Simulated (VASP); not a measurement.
Output of a VASP run:

**OUTCAR**
```
 ion  position               nearest neighbor table
   1  0.000  0.000  0.000-   2 2.26   2 2.26   2 2.26   2 2.26   2 2.26   2 2.26
   2  0.500  0.500  0.500-   1 2.26   1 2.26   1 2.26   1 2.26   1 2.26   1 2.26
  LATTYP: Found a face centered cubic cell.
 ALAT       =     4.5200000000
 Subroutine PRICEL returns:
 Original cell was already a primitive cell.
 Subroutine GETGRP returns: Found 48 space group operations
The static configuration has the point symmetry O_h .
The dynamic configuration has the point symmetry O_h .
 Subroutine INISYM returns: Found 48 space group operations
 Subroutine IBZKPT returns following result:
 Found     84 irreducible k-points:

 Following reciprocal coordinates:
            Coordinates               Weight
  0.000000  0.000000  0.000000      1.000000
  0.076923  0.000000  0.000000      8.000000
  0.153846  0.000000  0.000000      8.000000
  0.230769  0.000000  0.000000      8.000000
  0.307692  0.000000  0.000000      8.000000
  0.384615  0.000000  0.000000      8.000000
  0.461538  0.000000  0.000000      8.000000
  0.076923  0.076923  0.000000      6.000000
  0.153846  0.076923  0.000000     24.000000
  0.230769  0.076923  0.000000     24.000000
  0.307692  0.076923  0.000000     24.000000
  0.384615  0.076923  0.000000     24.000000
  0.461538  0.076923  0.000000     24.000000
 -0.461538  0.076923  0.000000     24.000000
 -0.384615  0.076923  0.000000     24.000000
 -0.307692  0.076923  0.000000     24.000000
 -0.230769  0.076923  0.000000     24.000000
 -0.153846  0.076923  0.000000     24.000000
 -0.076923  0.076923  0.000000     12.000000
  0.153846  0.153846  0.000000      6.000000
  0.230769  0.153846  0.000000     24.000000
  0.307692  0.153846  0.000000     24.000000
  0.384615  0.153846  0.000000     24.000000
  0.461538  0.153846  0.000000     24.000000
 -0.461538  0.153846  0.000000     24.000000
 -0.384615  0.153846  0.000000     24.000000
 -0.307692  0.153846  0.000000     24.000000
 -0.230769  0.153846  0.000000     24.000000
 -0.153846  0.153846  0.000000     12.000000
  0.230769  0.230769  0.000000      6.000000
  0.307692  0.230769  0.000000     24.000000
  0.384615  0.230769  0.000000     24.000000
  0.461538  0.230769  0.000000     24.000000
 -0.461538  0.230769  0.000000     24.000000
 -0.384615  0.230769  0.000000     24.000000
 -0.307692  0.230769  0.000000     24.000000
 -0.230769  0.230769  0.000000     12.000000
  0.307692  0.307692  0.000000      6.000000
  0.384615  0.307692  0.000000     24.000000
  0.461538  0.307692  0.000000     24.000000
   k-points           NKPTS =     84   k-points in BZ     NKDIM =     84   number of bands    NBANDS=     11
   number of dos      NEDOS =    301   number of ions     NIONS =      2
   total plane-waves  NPLWV =  13824
   dimension x,y,z NGX =    24 NGY =   24 NGZ =   24
   dimension x,y,z NGXF=    48 NGYF=   48 NGZF=   48
   ions per type =               1   1
   PREC   = accura    normal or accurate (medium, high low for compatibility)
   ISTART =      0    job   : 0-new  1-cont  2-samecut
   ICHARG =      2    charge: 1-file 2-atom 10-const
   ISPIN  =      1    spin polarized calculation?
   LNONCOLLINEAR =      F non collinear calculations
   LSORBIT =      F    spin-orbit coupling
   INIWAV =      1    electr: 0-lowe 1-rand  2-diag
   ENCUT  =  520.0 eV  38.22 Ry    6.18 a.u.   5.94  5.94  5.94*2*pi/ulx,y,z
   NELM   =    100;   NELMIN=  2; NELMDL= -5     # of ELM steps
   EDIFF  = 0.1E-05   stopping-criterion for ELM
   LREAL  =      F    real-space projection
   NLSPLINE    = F    spline interpolate recip. space projectors
   LMAXMIX     =    6 max onsite mixed and CHGCAR
   VOSKOWN=      0    Vosko Wilk Nusair interpolation
   EDIFFG = -.1E-01   stopping-criterion for IOM
   NSW    =     60    number of steps for IOM
   NBLOCK =      1;   KBLOCK =     60    inner block; outer block
   IBRION =      2    ionic relax: 0-MD 1-quasi-New 2-CG
...
```

File OSZICAR:
```
       N       E                     dE             d eps       ncg     rms          rms(c)
DAV:   1     0.389910981667E+02    0.38991E+02   -0.82902E+03  1848   0.128E+03
DAV:   2    -0.197331652730E+02   -0.58724E+02   -0.55262E+02  2432   0.249E+02
DAV:   3    -0.218127214730E+02   -0.20796E+01   -0.20673E+01  2405   0.410E+01
DAV:   4    -0.218296332375E+02   -0.16912E-01   -0.16707E-01  2188   0.373E+00
DAV:   5    -0.218299207588E+02   -0.28752E-03   -0.28674E-03  2392   0.351E-01    0.490E+01
DAV:   6    -0.188724433598E+02    0.29575E+01   -0.16018E+01  2154   0.284E+01    0.412E+01
DAV:   7    -0.188067198972E+02    0.65723E-01   -0.72001E-01  2109   0.767E+00    0.267E+01
DAV:   8    -0.187940125138E+02    0.12707E-01   -0.14214E-01  2156   0.355E+00    0.654E+00
DAV:   9    -0.187826061316E+02    0.11406E-01   -0.64633E-02  2186   0.177E+00    0.158E+00
DAV:  10    -0.187822063168E+02    0.39981E-03   -0.21707E-03  2155   0.433E-01    0.397E-01
DAV:  11    -0.187822040325E+02    0.22843E-05   -0.29517E-04  2289   0.148E-01    0.536E-02
DAV:  12    -0.187822011832E+02    0.28493E-05   -0.16540E-05  2293   0.389E-02    0.453E-02
DAV:  13    -0.187822009206E+02    0.26260E-06   -0.67431E-07  1188   0.920E-03
   1 F= -.18782201E+02 E0= -.18782089E+02  d E =-.187822E+02
       N       E                     dE             d eps       ncg     rms          rms(c)
DAV:   1    -0.187851415731E+02   -0.29404E-02   -0.92161E-02  1875   0.311E+00    0.100E+00
DAV:   2    -0.187825664497E+02    0.25751E-02   -0.43957E-03  1944   0.628E-01    0.453E-01
DAV:   3    -0.187818224280E+02    0.74402E-03   -0.15737E-03  2070   0.387E-01    0.296E-01
DAV:   4    -0.187817949145E+02    0.27514E-04   -0.10250E-04  2329   0.102E-01    0.182E-01
DAV:   5    -0.187817945749E+02    0.33956E-06   -0.10060E-05  2192   0.257E-02    0.185E-02
DAV:   6    -0.187817947858E+02   -0.21089E-06   -0.72340E-07  1143   0.880E-03
   2 F= -.18781795E+02 E0= -.18781675E+02  d E =0.406135E-03
       N       E                     dE             d eps       ncg     rms          rms(c)
DAV:   1    -0.187837991514E+02   -0.20046E-02   -0.39556E-02  1866   0.204E+00    0.655E-01
DAV:   2    -0.187826947713E+02    0.11044E-02   -0.18962E-03  1926   0.412E-01    0.297E-01
DAV:   3    -0.187823717515E+02    0.32302E-03   -0.68274E-04  2055   0.253E-01    0.195E-01
DAV:   4    -0.187823580744E+02    0.13677E-04   -0.44458E-05  2335   0.667E-02    0.120E-01
DAV:   5    -0.187823554924E+02    0.25819E-05   -0.44600E-06  2116   0.171E-02    0.120E-02
DAV:   6    -0.187823552658E+02    0.22663E-06   -0.31657E-07  1062   0.586E-03
   3 F= -.18782355E+02 E0= -.18782240E+02  d E =-.154345E-03
```

### OUTCAR
```
------------------------ aborting loop because EDIFF is reached ----------------------------------------
  FORCE on cell =-STRESS in cart. coord.  units (eV):
  Direction    XX          YY          ZZ          XY          YZ          ZX
  --------------------------------------------------------------------------------------
  Total        0.0010949      0.0010949      0.0010949      0.0000000     -0.0000000     -0.0000000
  in kB        0.0761982      0.0761982      0.0761982      0.0000000     -0.0000000     -0.0000000
  external PRESSURE =       0.0761982 kB  Pullay stress =       0.0000000 kB
  volume of cell :       23.02
      direct lattice vectors                 reciprocal lattice vectors
    -0.000000000  2.257918059  2.257918059    -0.221442934  0.221442934  0.221442934
     2.257918059  0.000000000  2.257918059     0.221442934 -0.221442934  0.221442934
     2.257918059  2.257918059 -0.000000000     0.221442934  0.221442934 -0.221442934
 POSITION                                       TOTAL-FORCE (eV/Angst)
 -----------------------------------------------------------------------------------
      0.00000      0.00000      0.00000         0.000000      0.000000     -0.000000
      2.25792      2.25792      2.25792        -0.000000     -0.000000      0.000000
 -----------------------------------------------------------------------------------
    total drift:                                0.000000     -0.000000     -0.000000
  FREE ENERGIE OF THE ION-ELECTRON SYSTEM (eV)
  ---------------------------------------------------
  free  energy   TOTEN  =       -18.7823552658 eV

  energy  without entropy=      -18.7820106744  energy(sigma->0) =      -18.78224040

 reached required accuracy - stopping structural energy minimisation
```
(Selected blocks of OUTCAR.)

### POSCAR
```
HfN
1
    0.0000000000     2.2600000000     2.2600000000
    2.2600000000     0.0000000000     2.2600000000
    2.2600000000     2.2600000000     0.0000000000
Hf N
1 1
Direct
  0.0000000000   0.0000000000   0.0000000000
  0.5000000000   0.5000000000   0.5000000000
```

Write an INCAR and KPOINTS that could have produced this output.

This is not unique; one that fits is the input of the run itself, rev-vdW-DF2, plane waves, VASP's PBE PAW potentials (set 64).

**INCAR**
```
! general
SYSTEM  =HfN
PREC    =Accurate
ENCUT   =520
LREAL   =.FALSE.
LASPH   =.TRUE.

! electronic loop
EDIFF   =1E-6
NELM    =100
ALGO    =Normal
LMAXMIX =6

! smearing
ISMEAR  =1
SIGMA   =0.1

! functional
GGA     =MK
LUSE_VDW=.TRUE.
AGGAC   =0.0
PARAM1  =0.1234568
PARAM2  =0.7114
ZAB_VDW =-1.8867

! ions
IBRION  =2
NSW     =60
ISIF    =3
EDIFFG  =-0.01

! output
LWAVE   =.FALSE.
LCHARG  =.FALSE.
```

KPOINTS:
```
Automatic mesh
0
Gamma
13 13 13
0 0 0
```

POTCAR, in this order: Hf_pv N (PBE.64 set). Program: vasp_std.

The compound is HfN in the rock salt structure. This run relaxes it. Symmetry was kept, so distortions that lower it aren't found. The electron count is odd and the run is not spin-polarised, which forces a metal.
